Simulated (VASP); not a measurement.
Level of theory: PBEsol GGA, VASP's PBE PAW potentials (set 64) (plane waves; VASP).

A VASP calculation is set up with these files.

File KPOINTS:
```
Automatic mesh
0
Gamma
9 9 9
0 0 0
```

INCAR:
```
EDIFF=1E-5
LWAVE=.FALSE.
ISMEAR=0   # Gaussian
LMAXMIX=4   # l cut-off of mixed one-centre charges
EDIFFG=-0.03   # ionic stop
ISIF=2   # forces and stress, cell fixed
LREAL=.FALSE.   # projection in real space or not
ENCUT=400   # plane-wave cut-off (eV)
NELMIN=4
SYSTEM=GaP
IBRION=2   # conjugate gradients
GGA=PS   # PBEsol
NELM=100
PREC=Normal
SIGMA=0.05   # width (eV)
ALGO=Fast
LASPH=.TRUE.   # aspherical one-centre terms
NSW=20
LCHARG=.FALSE.
```

**POSCAR**
```
GaP
1.0
  0.0000000000   2.7183437302   2.7183437302
  2.7183437302   0.0000000000   2.7183437302
  2.7183437302   2.7183437302   0.0000000000
Ga P
1 1
direct
  0.0000000000   0.0000000000   0.0000000000
  0.7500000000   0.7500000000   0.7500000000
```

POTCAR, in this order: Ga_d P (PBE.64 set). Program: vasp_std.

Output

File OUTCAR:
```
 ion  position               nearest neighbor table
   1  0.000  0.000  0.000-   2 2.35   2 2.35   2 2.35   2 2.35
   2  0.750  0.750  0.750-   1 2.35   1 2.35   1 2.35   1 2.35
  LATTYP: Found a face centered cubic cell.
 ALAT       =     5.4366874604
 Subroutine PRICEL returns:
 Original cell was already a primitive cell.
 Subroutine GETGRP returns: Found 24 space group operations
The static configuration has the point symmetry T_d .
The dynamic configuration has the point symmetry T_d .
 Subroutine INISYM returns: Found 24 space group operations
 Subroutine IBZKPT returns following result:
 Found     35 irreducible k-points:

 Following reciprocal coordinates:
            Coordinates               Weight
  0.000000  0.000000  0.000000      1.000000
  0.111111  0.000000  0.000000      8.000000
  0.222222  0.000000  0.000000      8.000000
  0.333333  0.000000  0.000000      8.000000
  0.444444  0.000000  0.000000      8.000000
  0.111111  0.111111  0.000000      6.000000
  0.222222  0.111111  0.000000     24.000000
  0.333333  0.111111  0.000000     24.000000
  0.444444  0.111111  0.000000     24.000000
 -0.444444  0.111111  0.000000     24.000000
 -0.333333  0.111111  0.000000     24.000000
 -0.222222  0.111111  0.000000     24.000000
 -0.111111  0.111111  0.000000     12.000000
  0.222222  0.222222  0.000000      6.000000
  0.333333  0.222222  0.000000     24.000000
  0.444444  0.222222  0.000000     24.000000
 -0.444444  0.222222  0.000000     24.000000
 -0.333333  0.222222  0.000000     24.000000
 -0.222222  0.222222  0.000000     12.000000
  0.333333  0.333333  0.000000      6.000000
  0.444444  0.333333  0.000000     24.000000
 -0.444444  0.333333  0.000000     24.000000
 -0.333333  0.333333  0.000000     12.000000
  0.444444  0.444444  0.000000      6.000000
...
```

File OSZICAR:
```
       N       E                     dE             d eps       ncg     rms          rms(c)
DAV:   1     0.684146605457E+02    0.68415E+02   -0.81166E+03   939   0.175E+03
DAV:   2    -0.501835955319E+01   -0.73433E+02   -0.70681E+02   985   0.284E+02
DAV:   3    -0.101148781830E+02   -0.50965E+01   -0.50680E+01  1135   0.688E+01
DAV:   4    -0.102061027182E+02   -0.91225E-01   -0.91168E-01  1137   0.986E+00
DAV:   5    -0.102085426423E+02   -0.24399E-02   -0.24398E-02  1120   0.130E+00    0.416E+00
RMM:   6    -0.996250333741E+01    0.24604E+00   -0.34981E-01  1029   0.605E+00    0.254E+00
RMM:   7    -0.992444988869E+01    0.38053E-01   -0.16320E-01  1006   0.228E+00    0.104E+00
RMM:   8    -0.992125242983E+01    0.31975E-02   -0.19584E-02  1045   0.158E+00    0.197E-01
RMM:   9    -0.992149883604E+01   -0.24641E-03   -0.41582E-03  1120   0.704E-01    0.638E-02
RMM:  10    -0.992162400285E+01   -0.12517E-03   -0.70375E-04  1186   0.282E-01    0.312E-02
RMM:  11    -0.992160785507E+01    0.16148E-04   -0.17575E-04  1077   0.126E-01    0.177E-02
RMM:  12    -0.992161135479E+01   -0.34997E-05   -0.37093E-05   771   0.607E-02
   1 F= -.99216114E+01 E0= -.99216114E+01  d E =-.992161E+01
```

### OUTCAR
```
------------------------ aborting loop because EDIFF is reached ----------------------------------------
  FORCE on cell =-STRESS in cart. coord.  units (eV):
  Direction    XX          YY          ZZ          XY          YZ          ZX
  --------------------------------------------------------------------------------------
  Total       -0.0151874     -0.0151874     -0.0151874      0.0000000      0.0000000      0.0000000
  in kB       -0.6056917     -0.6056917     -0.6056917      0.0000000      0.0000000      0.0000000
  external PRESSURE =      -0.6056917 kB  Pullay stress =       0.0000000 kB
  volume of cell :       40.17
      direct lattice vectors                 reciprocal lattice vectors
     0.000000000  2.718343730  2.718343730    -0.183935532  0.183935532  0.183935532
     2.718343730  0.000000000  2.718343730     0.183935532 -0.183935532  0.183935532
     2.718343730  2.718343730  0.000000000     0.183935532  0.183935532 -0.183935532
  FREE ENERGIE OF THE ION-ELECTRON SYSTEM (eV)
  ---------------------------------------------------
  free  energy   TOTEN  =        -9.9216113548 eV

  energy  without entropy=       -9.9216113548  energy(sigma->0) =       -9.92161135

 reached required accuracy - stopping structural energy minimisation
```
(Selected blocks of OUTCAR.)

The compound is GaP in the zinc blende structure. It was relaxed first.
